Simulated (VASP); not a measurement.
A VASP calculation is set up with these files.

### KPOINTS
```
Automatic mesh
0
Gamma
7 7 4
0 0 0
```

**INCAR**
```
# general
SYSTEM =YSi2
PREC   =Accurate
ENCUT  =400   # plane-wave cut-off (eV)
LREAL  =.FALSE.
LASPH  =.TRUE.

# electronic loop
EDIFF  =1E-6   # SCF stop (eV)
NELM   =100
ALGO   =Normal
LMAXMIX=4   # l cut-off of mixed one-centre charges
LMIXTAU=.TRUE.

# smearing
ISMEAR =1
SIGMA  =0.1

# functional
METAGGA=R2SCAN

# ions
IBRION =2   # conjugate gradients
NSW    =60
ISIF   =3   # ions, shape and volume
EDIFFG =-0.02   # ionic stop

# output
LWAVE  =.FALSE.
LCHARG =.FALSE.
```

File POSCAR:
```
YSi2
1.0
  2.8149496278  -2.8164790680   0.0025469657
  2.8149496278   2.8164790680   0.0025469657
 -2.7043427786   0.0000000000   7.2565995765
Y Si
2 4
Cart
  0.7866925438  -0.7000459114   5.4449966481
  2.1388639331   0.7000459114   1.8166968598
  0.7627054082   2.1069491790   4.2485948494
  2.1628510688  -2.1069491790   3.0130986585
  0.8106796795   2.1069491790   6.6413984467
  2.1148767975  -2.1069491790   0.6202950612
```

POTCAR, in this order: Y_sv Si (PBE.64 set). Program: vasp_std.

Write an equivalent input for Ansatz.

One equivalent input (not run):
Ansatz 0.2 input:
```yaml
crystal:
  lattice:
    - [2.8149496, -2.8164791, 0.0025470]
    - [2.8149496, 2.8164791, 0.0025470]
    - [-2.7043428, 0.0000000, 7.2565996]
  atoms:
    - { symbol: Y, position: [0.6242768, 0.3757232, 0.7500000] }
    - { symbol: Y, position: [0.3757232, 0.6242768, 0.2500000] }
    - { symbol: Si, position: [0.0425316, 0.7906107, 0.5851877] }
    - { symbol: Si, position: [0.9574684, 0.2093893, 0.4148123] }
    - { symbol: Si, position: [0.2093893, 0.9574684, 0.9148123] }
    - { symbol: Si, position: [0.7906107, 0.0425316, 0.0851877] }
kpoints:
  mp_grid: { grid: [7, 7, 4] }
hamiltonian:
  xc: r2scan
  pseudopotentials: { kind: paw }
scf:
  occupations: { method: methfessel_paxton, width: 0.1 }
  max_iter: 100
relax:
  max_steps: 60
  f_tol: 0.02
  cell: {}
output: { forces: true, stress: true, eigenvalues: true }
```
Limits of the translation: each code has its own PAW files, so the cut-off isn't converted (ENCUT is set for VASP's; basis.ecutwfc is left out, and Ansatz then takes the one that its files recommend); Ansatz stops its SCF on the density residual and VASP on the energy change (EDIFF).

The structure comes from a computed database's YSi2 entry (C2/c); how it stands against other phases isn't given here. This run relaxes it. Symmetry was kept, so distortions that lower it aren't found. The start is the result of an earlier pass.
